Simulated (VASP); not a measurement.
PbSe (rock salt), at 0.96 of the tabulated volume:

```xyz
2
Lattice="0.0000 3.0186 3.0186 3.0186 0.0000 3.0186 3.0186 3.0186 0.0000" Properties=species:S:1:pos:R:3 pbc="T T T"
Pb     0.0000     0.0000     0.0000
Se     3.0186     3.0186     3.0186
```

The lowest empty band near L, direction along the valley's axis, from mBJ (TB09) with spin-orbit coupling in VASP (PAW); its two spin partners are averaged. The gap over the points computed is 0.22 eV, and the next band on that side lies 1.39 eV away at the edge.

Settings: 400 eV cut-off, 9×9×9 Γ-centred mesh, Gaussian smearing of 0.050 eV, potentials Pb_d Se.

| distance from the edge in k (1/Å) | distance in energy (meV) |
|---|---|
| 0.012 | 4.8 |
| 0.018 | 10.6 |
| 0.025 | 19.7 |
| 0.035 | 36.2 |
| 0.050 | 66.7 |
| 0.070 | 114.2 |

Q: Fit E(1 + αE) = ħ²k²/2m* (ħ²/2m0 = 3.810 eV Å²) and predict the row at 0.095 1/Å.

A: Least squares on the energies gives the electron mass m* = 0.113 m0 and α = 3.94 per eV, and so 178.8 meV. The run gave 180.5 meV, +1.7 meV from the fit.

Left out are points under 3 meV from the edge, since the levels carry 0.1 meV, and points farther than half the way to the next band.

The compound is PbSe in the rock salt structure. The cell was not relaxed at this level.
